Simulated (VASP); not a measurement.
Runs of VASP 6.6.1 on GaP. It takes space group F-43m (No. 216, cubic). Conventional cell: a = 5.449 Å, b = 5.449 Å, c = 5.449 Å, α = 90.00°, β = 90.00°, γ = 90.00°. Around Ga (site symmetry -43m) lie 4 P at 2.36 Å. P (site symmetry -43m) is surrounded by 4 Ga at 2.36 Å. The cell is a database's computed one.

```tsv
task	level	potentials or basis	cell	k mesh	cutoff (eV)	grid for exact exchange (PRECFOCK)	exchange at q = 0	screening parameter	gap on the mesh (eV)	pressure (GPa)
relaxation of cell and atoms	r2SCAN	VASP PAW PBE potentials, release 64 (Ga_d, P)	relaxed	10 × 10 × 10	600	-	-	-	1.86	0.0
band structure	r2SCAN	VASP PAW PBE potentials, release 64 (Ga_d, P)	F-43m, 20.24 Å³/atom	10 × 10 × 10	450	-	-	-	1.86	-0.1
band structure	PBE0	VASP PAW PBE potentials, release 64 (Ga_d, P)	F-43m, 20.24 Å³/atom	8 × 8 × 8	450	Fast	truncated	-	2.95	(a)
band structure	HSE06	VASP PAW PBE potentials, release 64 (Ga_d, P)	F-43m, 20.24 Å³/atom	8 × 8 × 8	450	Fast	-	0.2 1/A	2.31	(b)
band structure	LDA	VASP PAW LDA potentials, release 64 (Ga_d, P)	F-43m, 20.24 Å³/atom	10 × 10 × 10	450	-	-	-	1.45	-2.7
```

Alike in all rows: no spin polarisation; smearing gaussian 0.02 eV.

Problem. Fill in the values left out.

Solution. (a) 0.2; (b) 0.4.

Caveats: the PAW data sets were made with another functional, which shifts forces and pressure a little (some runs).

A k mesh can miss the band edges, and the runs leave out spin-orbit coupling on Ga.

Runs at the PBE level aren't shown here.
